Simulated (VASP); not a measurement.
```
Mg
1.0
    1.64352    -2.84666     0.00000
    1.64352     2.84666     0.00000
    0.00000     0.00000     5.33504
Mg
2
Direct
  0.33333   0.66667   0.25000
  0.66667   0.33333   0.75000
```

The numbers are results of PBE GGA, VASP's PBE PAW potentials (set 64) (plane waves; VASP), not measurements. Run with 300 eV cut-off, 12×12×6 Γ-centred mesh, Fermi-Dirac smearing of 0.10 eV, potentials Mg.

Give the stress tensor in GPa (positive for a compressed cell).

```
-2.48   0.00   0.00
 0.00  -2.48   0.00
 0.00   0.00  -2.98
```
The pressure is its mean diagonal, -2.65 GPa.

The structure is a typed Mg crystal (P6_3/mmc). The cell was not relaxed at this level.
